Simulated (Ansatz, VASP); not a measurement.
# Cross-check of VF2 (1T-VF2 bilayer, AA) between VASP and Ansatz

Aim: how closely do two programs agree when they are given the same cell, functional and k mesh? The structure shown is the start of the Ansatz relaxation below; VASP solves that cell, so the two are compared at the walk's first step.

Method: plane waves, with VASP 6.6.1 beside it; single point at PBE with D3(BJ), DFT+U, in Ansatz 0.2.0.

### Step 1. The structure

The cell holds 6 atoms: 4 F and 2 V. Cell: a = 2.840 Å, b = 2.840 Å, c = 46.179 Å, α = 90.0°, β = 90.0°, γ = 120.0°. Vacuum lies along c.

### Step 2. Ansatz: relaxation, PBE with D3(BJ), DFT+U

Ansatz runs on its default PAW (the set named soft_2) files.

The two programs are compared at the cell with which this relaxation starts, whose forces are those of its first step.

input.yaml reads:

```yaml
crystal:
  lattice:
    - [2.839631, 0.0, 0.0]
    - [-1.4198155, 2.4591925834, 0.0]
    - [0.0, 0.0, 46.1794385088]
  atoms:
    - { symbol: F, position: [0.6666666667, 0.3333333333, 0.4179349213] }
    - { symbol: V, position: [0.0, 0.0, 0.4443505657], spin: 1.0 }
    - { symbol: F, position: [0.3333333333, 0.6666666667, 0.4707662102] }
    - { symbol: F, position: [0.6666666667, 0.3333333333, 0.5292337898] }
    - { symbol: V, position: [0.0, 0.0, 0.5556494343], spin: -1.0 }
    - { symbol: F, position: [0.3333333333, 0.6666666667, 0.5820650787] }
  periodic: [true, true, false]
magnetization:
  spin_polarized: true
kpoints:
  mp_grid: { grid: [12, 12, 1] }
hamiltonian:
  xc: pbe
  dispersion: d3bj
  hubbard: { sites: [{ species: V, l: d, u_eff: 3.0 }] }
scf:
  occupations: { method: fermi_dirac, width: 0.05 }
  convergence: { dr2_threshold: 1.0e-09 }
relax:
  f_tol: 0.004
  max_steps: 90
  cell: {}
output:
  write_potential: true
  write_density: true
  volumetric_format: npy
```

Started as:

```sh
$ ansatz run input.yaml --threads 4 --pin off --max-ram 6144MiB --backend cpu --events-out ev --progress --plain --runs-dir out
```

Numbers of over 12 decimals in the logs are rounded to 6 here.

Output:

```text
Warning: relax.cell: scf.convergence.dr2_threshold = 1e-9 eV is looser than the 1.94151723998e-10 eV advised for a relaxation that steers and ends on the stress (1e-10 eV for each atom of the cell: 6, times the square of relax.cell.stress_2d_tol = 0.05 N/m over 17.6 Å (the atoms' height at the walk's start and 5 Å past either face), 2.844e-2 GPa, over a crystal's default 0.05). What an SCF threshold leaves in a stress goes as its square root, and in the free energy as the threshold itself, and one threshold admits the most on a small cell: [figures from the program's tests cut] Set scf.convergence.dr2_threshold to 1.94151723998e-10 eV or tighter. [rest of the remark cut]
F: projections on atomic orbitals take those of the free atom [He] 2s2 2p5, of charge +0.00 (hamiltonian.pseudopotentials.projection_atoms); the dataset's partial waves leave at most 1.6e-8 of an orbital's norm unspanned inside its sphere
V: projections on atomic orbitals take those of the free atom [Ne] 3s2 3p6 3d3 4s2, of charge +0.00 (hamiltonian.pseudopotentials.projection_atoms); the dataset's partial waves leave at most 5.8e-7 of an orbital's norm unspanned inside its sphere
Engine: ansatz 0.2.0, x86_64-unknown-linux-gnu
Pseudopotentials: kind: paw
Pseudopotential: F, paw, valence charge 7, recommended cutoff 420 eV (normal), F.paw.azcp
Pseudopotential: V, paw, valence charge 13, recommended cutoff 420 eV (normal), V.paw.azcp
Functional definition: PBE
  parameter kappa = 0.804
  parameter beta = 0.066725
  exchange = pbe_x(kappa = kappa, mu = beta*pi^2/3)
  correlation = pbe_c(beta = beta)
Crystal: 6 atoms, lattice volume = 322.480 Å³
Basis set: ecut = 420 eV, 6359 PW (Γ), exchange–correlation on 40×40×640 points (8 copies of the dense FFT grid, shifted against one another)
Bands: 34, of which v1, the nominal top of the filled ones, is band 27 counted from 1 (26 counted from 0)
Symmetry: 6 space group operations
Space group: P3m1 (ITA 156), of the structure as read, at distance tolerance 6.9e-5 Å
Magnetic group: BNS 164.87 (UNI 1317), of the structure as read, at distance tolerance 6.9e-5 Å
k-points: 19 of 144 (time reversal used)
Non-local potential: F, projectors of the file, l = 0: 2, l = 1: 2, l = 2: 1
Non-local potential: V, projectors of the file, l = 0: 3, l = 1: 2, l = 2: 3, l = 3: 1
PAW form: soft (Blöchl's): semilocal exchange-correlation on the pseudo side does not see the compensation charge
PAW one-centre angular grid: F, 110 points (default); XC on 64 Gauss nodes
PAW one-centre angular grid: V, 590 points (default); XC on 64 Gauss nodes
Initial density: superposition of atomic densities (neutral atoms: chi_scale 0, normalization atom)
Starting moments: Σ|m| = 2 μB on 2 of 6 sites
Starting magnetic order: antiferromagnet; an inversion exchanges its spin sublattices: spin-degenerate at every k-point
Initial wavefunctions: pseudopotential atomic-orbital guess
Functional: x = pbe(κ = 0.804, μ = 0.219515), c = pbe(β = 0.066725)
SCF iter   1: F=—  HF=-9055.289294 eV  |F-HF|=—  |Δ(HF+E_count)|=         —  Δρ=2.55e-2 (↑2.55e-2 ↓2.55e-2)  dr2=5.62e0  dr2_m=1.15e-1  M=-0.000 μB ∫|m|=2.292 μB  β_m=1.00  ethr=3.10e-3  ⟨swp⟩=14.9  Hψ=8716  notcnv=0
preconditioner: auto → none  [metal: Δε(μ)=0.056 eV  Ē_g=8.932 eV  σ=0.050 eV  W_gap=0.27  n_scr=28 (ndim 8)  ℏωp=11.3 eV  f_vac=0.771  D(μ)=2.69/eV (n_scr^D=18)  sad-step TF]
SCF iter   2: F=—  HF=-9055.023352 eV  |F-HF|=—  |Δ(HF+E_count)|=   2.66e-1  Δρ=1.74e-2 (↑1.74e-2 ↓1.74e-2)  dr2=1.13e0  dr2_m=4.87e-1  M=-0.000 μB ∫|m|=3.396 μB  β_m=1.00  ethr=3.10e-3  ⟨swp⟩=3.4  Hψ=3160  notcnv=0
SCF iter   3: F=—  HF=-9055.631701 eV  |F-HF|=—  |Δ(HF+E_count)|=   6.08e-1  Δρ=1.70e-2 (↑1.70e-2 ↓1.70e-2)  dr2=2.96e-1  dr2_m=7.01e-1  M=0.001 μB ∫|m|=4.800 μB  β_m=1.00  ethr=2.08e-3  ⟨swp⟩=2.9  Hψ=2528  notcnv=0  defer=12
SCF iter   4: F=—  HF=-9056.665211 eV  |F-HF|=—  |Δ(HF+E_count)|=    1.03e0  Δρ=1.30e-2 (↑1.23e-2 ↓1.30e-2)  dr2=7.56e-2  dr2_m=4.39e-1  M=-0.002 μB ∫|m|=5.972 μB  β_m=1.00  ethr=5.48e-4  ⟨swp⟩=4.6  Hψ=3582  notcnv=0  defer=40
SCF iter   5: F=—  HF=-9057.578760 eV  |F-HF|=—  |Δ(HF+E_count)|=   9.14e-1  Δρ=1.86e-3 (↑1.86e-3 ↓1.40e-3)  dr2=4.47e-2  dr2_m=2.40e-3  M=0.000 μB ∫|m|=6.010 μB  β_m=1.00  ethr=1.40e-4  ⟨swp⟩=5.0  Hψ=3652  notcnv=0  defer=49
[...]
preconditioner: auto → Resta (q_TF=auto, 1.927 Å⁻¹)  ε∞=2.3  [insulator: Δε(μ)=0.460 eV  Ē_g=8.533 eV  σ=0.050 eV  W_gap=0.98  n_scr=28 (ndim 8)  ℏωp=9.8 eV  f_vac=0.797  D(μ)=0.17/eV (n_scr^D=2)  ε∞_Penn≈2.3  vacuum switching on, ρ_ref=5.3e-3 e/Å³]
spin=Collinear: Resta preconditioning applied to the charge; magnetization (m = ρ↑ − ρ↓) channel mixes plain (no charge-response kernel on spin).
SCF iter   2: F=—  HF=-9057.261474 eV  |F-HF|=—  |Δ(HF+E_count)|=    1.78e0  Δρ=1.07e-2 (↑1.07e-2 ↓1.07e-2)  dr2=1.11e0  dr2_m=3.65e-2  M=0.000 μB ∫|m|=6.031 μB  β_m=1.00  ethr=3.10e-3  ⟨swp⟩=2.6  Hψ=2953  notcnv=0
SCF iter   3: F=—  HF=-9058.798676 eV  |F-HF|=—  |Δ(HF+E_count)|=    1.54e0  Δρ=6.06e-3 (↑6.05e-3 ↓6.06e-3)  dr2=2.96e-1  dr2_m=4.57e-3  M=0.000 μB ∫|m|=6.037 μB  β_m=1.00  ethr=2.05e-3  ⟨swp⟩=3.3  Hψ=2653  notcnv=0  defer=18
[...]
SCF iter   9: F=—  HF=-9060.552568 eV  |F-HF|=—  |Δ(HF+E_count)|=   5.48e-2  Δρ=1.71e-4 (↑1.71e-4 ↓1.70e-4)  dr2=3.33e-4  dr2_m=1.19e-5  M=0.000 μB ∫|m|=6.036 μB  β_m=0.59  ethr=2.74e-7  ⟨swp⟩=3.2  Hψ=3299  notcnv=0  defer=64
SCF iter  10: F=—  HF=-9060.552506 eV  |F-HF|=—  |Δ(HF+E_count)|=   6.20e-5  Δρ=8.12e-5 (↑8.12e-5 ↓8.12e-5)  dr2=3.35e-5  dr2_m=1.13e-5  M=0.000 μB ∫|m|=6.037 μB  β_m=0.67  ethr=2.74e-7  ⟨swp⟩=2.6  Hψ=2420  notcnv=0  defer=64
SCF iter  11: F=—  HF=-9060.552520 eV  |F-HF|=—  |Δ(HF+E_count)|=   1.42e-5  Δρ=3.44e-5 (↑3.44e-5 ↓3.42e-5)  dr2=4.73e-6  dr2_m=2.91e-6  M=0.000 μB ∫|m|=6.036 μB  β_m=0.83  ethr=6.21e-8  ⟨swp⟩=3.3  Hψ=2608  notcnv=0  defer=64
SCF iter  12: F=—  HF=-9060.552532 eV  |F-HF|=—  |Δ(HF+E_count)|=   1.16e-5  Δρ=1.65e-5 (↑1.65e-5 ↓1.64e-5)  dr2=1.66e-6  dr2_m=2.80e-7  M=0.000 μB ∫|m|=6.036 μB  β_m=0.82  ethr=8.76e-9  ⟨swp⟩=2.7  Hψ=2502  notcnv=0  defer=64
SCF iter  13: F=—  HF=-9060.552532 eV  |F-HF|=—  |Δ(HF+E_count)|=   5.31e-7  Δρ=5.72e-6 (↑5.64e-6 ↓5.72e-6)  dr2=1.69e-7  dr2_m=4.72e-8  M=0.000 μB ∫|m|=6.036 μB  β_m=0.86  ethr=3.07e-9  ⟨swp⟩=2.9  Hψ=2673  notcnv=0  defer=64
SCF iter  14: F=—  HF=-9060.552532 eV  |F-HF|=—  |Δ(HF+E_count)|=   2.29e-7  Δρ=3.07e-6 (↑3.00e-6 ↓3.07e-6)  dr2=9.18e-8  dr2_m=2.35e-9  M=0.000 μB ∫|m|=6.036 μB  β_m=0.69  ethr=3.13e-10  ⟨swp⟩=3.0  Hψ=2737  notcnv=0  defer=64
SCF iter  15: F=—  HF=-9060.552532 eV  |F-HF|=—  |Δ(HF+E_count)|=   1.59e-8  Δρ=6.67e-7 (↑6.67e-7 ↓6.33e-7)  dr2=2.45e-9  dr2_m=8.57e-10  M=0.000 μB ∫|m|=6.036 μB  β_m=0.81  ethr=1.70e-10  ⟨swp⟩=2.8  Hψ=2334  notcnv=0  defer=64
SCF iter  16: F=-9060.552532 eV  HF=-9060.552532 eV  |F-HF|=1.31e-10  |Δ(HF+E_count)|=   2.65e-9  Δρ=1.15e-7 (↑1.12e-7 ↓1.15e-7)  dr2=5.85e-11  dr2_m=3.51e-11  M=0.000 μB ∫|m|=6.036 μB  ethr=1.85e-12  ⟨swp⟩=3.5  Hψ=3303  notcnv=0
SCF 1 converged in 16 iterations: F = -9060.552532 eV  dr2 = 5.85e-11
a single-point calculation of the run's input, under the relaxation's own `scf.mixing.negative_modes` where the relaxation goes by `scf.lower_state_search: light` itself or types `scf.max_iter`, was made at the relaxed geometry, from the atoms, in 16 SCF iterations in all. It converged -0.0 meV from the relaxation's final energy, with moments (0.02, 2.29, 0.02, -0.02, -2.29, -0.02 Bohr magnetons, atom by atom), which does not count as lower, and the relaxation's result stands. No further magnetic order was relaxed to its end, and one can end lower (see `relax.adjacent_minimum`).
SCF converged after 7 iterations
an eigenvalue changed by more than its tolerance at an iteration that met the thresholds in force, so the SCF went on 2 times, its first undamped step at iteration 6: the last check found none over its tolerance
Magnetization: 0.0000 μB (27.0000 up, 27.0000 down)
Absolute magnetization: 6.0340 μB (∫|ρ↑−ρ↓|, with the PAW one-centre terms)
Spin contamination: 3.0071 ħ² per cell (⟨S²⟩ above its minimum at these occupations)
Per-site moments (μB) at R_I (Å): [(0.016679, 0.877604), (2.294749, 0.875523), (0.015538, 0.875523), (-0.015538, 0.875523), (-2.294750, 0.875523), (-0.016679, 0.877604)]
Free energy (F): -9060.552532 eV
Harris-Foulkes:  -9060.552532 eV  (|F-HF|=5.62e-10)
Internal energy: -9060.552532 eV  (E = F + TS)
E sigma→0 (E₀):  -9060.552532 eV
Fermi energy:    -4.010449 eV
--- Per-component energies (eV) ---
  E_band       = -1311.791376
  E_kinetic    = 1493.087344
  E_local      = -256400.101432  (includes V_loc(G=0)·N_el)
  E_nonlocal   = 218.422726
  E_hartree    = 127394.997343
  E_xc         = -574.779176
  E_vxc        = -732.416182  (∫ρ·V_xc dr)
  E_hubbard    = 1.366719  (on-site DFT+U / exact-exchange correction)
  E_vhub       = -7.664040  (the Hubbard potential's part of the band-sum identity)
  E_paw        = -3037.503645  (= ΣΔE_a)
  E_vpaw       = -673.122340  (= ΣTr[D̂ρ^β])
  E_aug_tail   = 0.008625  (compensation charges beyond the density's cutoff)
  E_ewald      = 121844.653629
  E_disp       = -0.704666  (pairwise vdW)
  E_smearing   = -0.000000  (= −TS)
  E_closure    = 0.000000  (closes the sum)
  Σ components = -9060.552532   (vs F -9060.552532, Δ=0.00e0)
--- Forces (eV/Å), atoms counted from 1 ---
  atom   1  F      0.00000000    -0.00000000     0.00046647
  atom   2  V      0.00000000     0.00000000     0.00042329
  atom   3  F      0.00000000     0.00000000    -0.00092784
  atom   4  F      0.00000000    -0.00000000     0.00092985
  atom   5  V     -0.00000000    -0.00000000    -0.00042547
  atom   6  F     -0.00000000     0.00000000    -0.00046578
  max |Σ_I F_I| component: 5.32e-7 eV/Å
--- 2D stress c σ (N/m, compression-positive) ---
        0.014888      -0.000000      -0.000000
        0.000000       0.014888      -0.000000
       -0.000000      -0.000000       0.000000
  P = ½ c Tr σ = 0.0149 N/m
--- Band table (eV; the first three rows and the last of 38) ---
  k-point 0 ↑: bands = [... 23 lower, -9.8015, -6.3600, -6.3600, -5.5527, -2.5657, -1.6939, -1.2314, -1.2314, ... 3 higher]
  k-point 1 ↑: bands = [... 23 lower, -9.7776, -6.3367, -6.3236, -5.5742, -2.3642, -1.6000, -1.2926, -1.2358, ... 3 higher]
  k-point 2 ↑: bands = [... 23 lower, -9.7585, -6.2849, -6.2314, -5.6479, -1.8916, -1.5719, -1.2450, -1.0386, ... 3 higher]
  k-point 18 ↓: bands = [... 23 lower, -10.1720, -6.2947, -5.9570, -5.9430, -1.6328, -1.6283, -0.4383, -0.4349, ... 3 higher]
  the weakly bound empty levels are not read free of the cell's end (hubbard_term)
--- Relaxed structure (14 steps of the walk, 14 accepted, 3 SCFs on fresh bases) ---
  F+E_penalty+E_count = -9060.55253230 eV   max|allowed force component| = 9.298e-4 eV/Å   (the final SCF, on the basis selected at the relaxed cell)
  cell:  # Å, volume = 434.3295 Å³
    - [3.295490, 0, 0]
    - [-1.647745, 2.853978, 0]
    - [0, 0, 46.1794385088]
  atoms:
    - { symbol: F, position: [0.666667, 0.333333, 0.433824] }
    - { symbol: V, position: [3.505455633979166e-18, 7.010911267958582e-18, 0.454439] }
    - { symbol: F, position: [0.333333, 0.666667, 0.474809] }
    - { symbol: F, position: [0.666667, 0.333333, 0.525191] }
    - { symbol: V, position: [-3.5054560582482785e-18, -7.010912116496304e-18, 0.545561] }
    - { symbol: F, position: [0.333333, 0.666667, 0.566176] }
```

(Part 1 of 2 ends here.)

[Lines on the potential files, build, host, timing and source positions are cut from VASP's logs without a mark.]

[Logs are printed without paths, hosts, clocks, repeated set-up lines and the standing remarks that a program may print on its own settings, such as how far it seeks lower states.]

[Hosts, paths, dates, database ids (printed as entryN), source tags and the programs' standing remarks are cut or masked in the printed files.]
